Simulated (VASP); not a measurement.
Here is the system:

```
InTe
1.0
    0.00000     3.08132     3.08132
    3.08132     0.00000     3.08132
    3.08132     3.08132     0.00000
In Te
1 1
Cartesian
  0.00000   0.00000   0.00000
  3.08132   3.08132   3.08132
```

Method: PBEsol GGA, VASP's PBE PAW potentials (set 64) (plane waves; VASP). Run with 400 eV cut-off, 12×12×12 Γ-centred mesh, tetrahedra with Blöchl corrections, potentials In_d Te.

Unless said otherwise, spin-orbit coupling is left out, though it shifts the bands of the heavy elements here.

Question: What does the run give for the energy per atom (σ→0), band gap (on the k-mesh) with the smallest direct gap where there is one?

Answer: 
```json
{
  "band gap (on the k-mesh)": "none (metal, semimetal or under 0.01 eV)",
  "energy per atom (σ→0)": "-3.543 eV/atom"
}
```

Total energies compare only between runs with the same potentials, cut-off and functional.

The structure comes from a computed database's InTe entry (Fm-3m); how it stands against other phases isn't given here. It was relaxed first. The electron count is odd and the run is not spin-polarised, which forces a metal.
